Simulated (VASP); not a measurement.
The system is Bi.

```
Bi
1.0
     2.26786    1.30935    3.87895
    -2.26786    1.30935    3.87895
     0.00000   -2.61870    3.87895
Bi
2
Direct
  0.23707 0.23707 0.23707
  0.76293 0.76293 0.76293
```

Base run:

* Program: VASP 6.6.1
* Functional: r2SCAN
* Potentials or basis: VASP PAW PBE potentials, release 64 (Bi_d)
* Cutoff: 520 eV
* k mesh: 10 × 10 × 10
* Occupations: methfessel-paxton, width 0.1 eV
* Spin: no spin polarisation

Its results: pressure 1.2 GPa.

Problem. The run is repeated on the same cell with these changes: functional from r2SCAN to PBE. What comes out?

Solution. Pressure 2.1 GPa.

Caveats: the PAW data sets were made with another functional, which shifts forces and pressure a little (some runs).
